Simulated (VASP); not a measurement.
```
TiB2
1.0
    4.17910     0.00000     0.00000
   -2.08955     3.61921     0.00000
    0.00000     0.00000     5.90438
Ti B
3 6
Cartesian
  2.08955   0.00000   0.00000
  1.04478   1.80960   1.96812
  3.13433   1.80960   3.93625
  0.00000   1.47983   0.00000
  2.89753   0.73991   1.96812
  0.80798   2.87929   3.93625
  2.08955   2.13938   0.00000
 -0.80798   2.87929   1.96812
  1.28157   0.73991   3.93625
```

The numbers are results of PBEsol GGA, VASP's PBE PAW potentials (set 64) (plane waves; VASP), not measurements. Numerical set-up: 520 eV cut-off, Gaussian smearing of 0.050 eV, potentials Ti_sv B.

Question: Give the energies of bands 18 to 31 at the high-symmetry points, in eV from the Fermi level.

Answer: 
```csv
band,Γ,M,K,A,L,H
18,-3.79,-5.14,-5.09,-4.08,-4.51,-6.41
19,-2.77,-3.91,-4.93,-2.90,-3.83,-3.29
20,-2.21,-3.46,-4.05,-2.90,-2.79,-3.29
21,-2.21,-2.33,-4.05,-2.71,-2.23,-1.89
22,-1.95,-2.29,-2.59,-2.51,-2.04,-1.79
23,-1.95,-1.79,-0.57,-1.87,-1.91,-1.79
24,-1.90,-1.66,-0.57,-1.87,-1.57,-0.87
25,-1.43,-0.91,-0.12,-1.52,-1.01,-0.57
26,-1.43,-0.75,-0.04,-0.49,-0.89,-0.57
27,-0.50,-0.50,-0.04,-0.49,0.26,-0.32
28,-0.42,0.63,0.15,0.11,0.76,0.09
29,-0.42,0.99,0.15,0.11,1.19,1.51
30,0.90,1.53,0.60,0.89,1.31,1.51
31,0.90,2.43,2.52,2.37,1.53,1.67
```

It has no gap at this level: it comes out as a metal or semimetal.

The structure was generated: TiB2 was put into the CrSi2 type (P6_222), which need not be its known phase. It was relaxed first, which changed the volume by +6 %.
